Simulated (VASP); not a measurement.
```yaml
crystal:
  lattice:
    - [0.00000, 2.89827, 2.89827]
    - [2.89827, 0.00000, 2.89827]
    - [2.89827, 2.89827, 0.00000]
  atoms:
    - { symbol: Zn, position: [0.00000, 0.00000, 0.00000] }
    - { symbol: Se, position: [0.25000, 0.25000, 0.25000] }
```

These are HSE06 screened hybrid, VASP's PBE PAW potentials (set 64) (plane waves; VASP) values and carry that method's errors. Numerical set-up: 520 eV cut-off, 6×6×6 Γ-centred mesh, Gaussian smearing of 0.050 eV, potentials Zn Se.

Q: Estimate the energy per atom (σ→0), pressure, band gap (on the k-mesh) with the smallest direct gap where there is one.

A: 
```yaml
band gap (on the k-mesh): 2.12 eV
smallest direct gap (on the k-mesh): 2.12 eV
energy per atom (σ→0): -3.713 eV/atom
pressure: -28.1 kbar
```

The absolute energy has meaning only against runs of the same code, potentials and settings.

The compound is ZnSe in the zinc blende structure. This cell is one point of a volume scan, at 1.03 of the reference volume. The cell's shape comes from a PBE relaxation.
